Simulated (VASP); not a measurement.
These are PBEsol GGA, VASP's PBE PAW potentials (set 64) (plane waves; VASP) values and carry that method's errors.

The input files of a VASP run:

POSCAR:
```
Zr2Au
1
   -1.6171760000     1.6171760000     5.7089660000
    1.6171760000    -1.6171760000     5.7089660000
    1.6171760000     1.6171760000    -5.7089660000
Zr Au
2 1
Direct
  0.6597000000   0.6597000000   0.0000000000
  0.3403000000   0.3403000000   0.0000000000
  0.0000000000   0.0000000000   0.0000000000
```

File KPOINTS:
```
Regular mesh
0
G
  10 10 10
0 0 0
```

**INCAR**
```
ALGO = Normal
EDIFF = 1E-6
ENCUT = 300
GGA = PS
ISIF = 2
ISMEAR = -1
LASPH = .TRUE.
LCHARG = .FALSE.
LMAXMIX = 6
LREAL = .FALSE.
LWAVE = .FALSE.
NELM = 100
PREC = Accurate
SIGMA = 0.05
SYSTEM = Zr2Au
```

POTCAR, in this order: Zr_sv Au (PBE.64 set). Program: vasp_std.

What will the output report for the number of irreducible k-points (NKPTS), largest plane-wave count, number of space-group operations, FFT grid (NGX, NGY, NGZ)?

```yaml
number of irreducible k-points (NKPTS): 102
largest_plane_wave_count: 728
number_of_space_group_operations: 16
FFT grid (NGX, NGY, NGZ): 36 × 36 × 36
```

The structure comes from a computed database's Zr2Au entry (I4/mmm); how it stands against other phases isn't given here. The cell was not relaxed at this level, and its volume differs by -5.9 % from the start's. The electron count is odd and the run is not spin-polarised, which forces a metal.
